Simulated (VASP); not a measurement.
Here is the system:

```xyz
6
Lattice="4.9417 0.0000 0.0000 0.0000 4.9417 0.0000 0.0000 0.0000 4.9417" Properties=species:S:1:pos:R:3 pbc="T T T"
Ag     3.7063     1.2354     3.7063
Ag     1.2354     3.7063     3.7063
Ag     3.7063     3.7063     1.2354
Ag     1.2354     1.2354     1.2354
O      0.0000     4.9417     0.0000
O      2.4708     2.4708     2.4708
```

Computed with vdW-DF2, VASP's PBE PAW potentials (set 64) (plane waves; VASP). Numerical set-up: 520 eV cut-off, 6×6×6 Γ-centred mesh, first-order Methfessel-Paxton smearing of 0.10 eV, potentials Ag O.

Task: What does the run give for the energy per atom (σ→0), band gap (on the k-mesh) with the smallest direct gap where there is one?

Result: 
The band gap (on the k-mesh) is none (metal, semimetal or under 0.01 eV) and the energy per atom (σ→0) comes out as -0.970 eV/atom.

The absolute energy has meaning only against runs of the same code, potentials and settings.

The compound is Ag2O in the cuprite structure. It was relaxed first, which changed the volume by +14 %.
